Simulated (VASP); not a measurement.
Runs of VASP 6.6.1 on MoS2. Symmetry: P6_3/mmc, No. 194, hexagonal system. Conventional cell: a = 3.149 Å, b = 3.149 Å, c = 12.089 Å, α = 90.00°, β = 90.00°, γ = 120.00°. Around Mo (site symmetry -6m2) lie 6 S at 2.40 Å. Around S (site symmetry 3m) lie 3 Mo at 2.40 Å. 

```csv
task,level,potentials or basis,cell,k mesh,cutoff (eV),monkhorst-Pack mesh,gap on the mesh (eV),pressure (GPa)
band structure,TB-mBJ,"VASP PAW PBE potentials, release 64 (Mo_sv, S)","P6_3/mmc, 17.3 Å³/atom",12 × 12 × 3,520,-,(b),-
band structure,PBE,"VASP PAW PBE potentials, release 64 (Mo_sv, S)","P6_3/mmc, 17.3 Å³/atom",12 × 12 × 3,520,-,0.80,4.2
dielectric tensor,PBE,"VASP PAW PBE potentials, release 64 (Mo_sv, S)","P6_3/mmc, 17.3 Å³/atom",15 × 15 × 3,520,no,0.83,-
band structure,LDA,"VASP PAW LDA potentials, release 64 (Mo_sv, S)","P6_3/mmc, 17.3 Å³/atom",12 × 12 × 3,520,-,0.72,(a)
relaxation of cell and atoms,PBE+D3(BJ),"VASP PAW PBE potentials, release 64 (Mo_sv, S)",relaxed,12 × 12 × 3,600,-,0.80,0.0
```

Alike in all rows: no spin polarisation; smearing gaussian 0.03 eV.

Question: Fill in the values left out.

Answer: (a) -3.6; (b) 1.04.

Caveats: this functional lacks dispersion, which binds the layers, so the pressure and a relaxed spacing across them are unreliable (some runs); an odd mesh through Γ misses points on the zone boundary, where band edges often lie (some runs); the PAW data sets were made with another functional, which shifts forces and pressure a little (some runs).

A k mesh can miss the band edges, and the runs leave out spin-orbit coupling on Mo.
